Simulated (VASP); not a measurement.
Consider the following.

```yaml
crystal:
  lattice:
    - [0.00000, 3.22064, 3.22064]
    - [3.22064, 0.00000, 3.22064]
    - [3.22064, 3.22064, 0.00000]
  atoms:
    - { symbol: Te, position: [0.50000, 0.50000, 0.50000] }
    - { symbol: Pb, position: [0.00000, 0.00000, 0.00000] }
```

All values below come from PBEsol GGA, VASP's PBE PAW potentials (set 64) (plane waves; VASP). Settings: 400 eV cut-off, 8×8×8 Γ-centred mesh, tetrahedra with Blöchl corrections, potentials Te Pb_d.

Unless said otherwise, spin-orbit coupling is left out, though it shifts the bands of the heavy elements here.

Q: Estimate the energy per atom (σ→0), band gap (on the k-mesh) with the smallest direct gap where there is one.

A: 
| Property | Value |
|---|---|
| band gap (on the k-mesh) | 0.65 eV |
| smallest direct gap (on the k-mesh) | 0.65 eV |
| energy per atom (σ→0) | -4.129 eV/atom |

The compound is PbTe in the rock salt structure. It was relaxed first.
